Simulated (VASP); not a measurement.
```
CELL_PARAMETERS angstrom
      1.84953    -3.20348     0.00000
      1.84953     3.20348     0.00000
      0.00000     0.00000     5.72276
ATOMIC_POSITIONS crystal
  Y  0.33333 0.66667 0.25000
  Y  0.66667 0.33333 0.75000
```

These are RPBE GGA, VASP's PBE PAW potentials (set 64) (plane waves; VASP) values and carry that method's errors. Run with 520 eV cut-off, 10×10×6 Γ-centred mesh, first-order Methfessel-Paxton smearing of 0.10 eV, potentials Y_sv.

**Question.** Estimate the energy per atom (σ→0), band gap (on the k-mesh) with the smallest direct gap where there is one.

**Answer.** 
- band gap (on the k-mesh) = none (metal, semimetal or under 0.01 eV)
- energy per atom (σ→0) = -6.114 eV/atom

The absolute energy has meaning only against runs of the same code, potentials and settings.

The compound is Y in the hcp structure. It was relaxed first. The start is the result of an earlier pass.
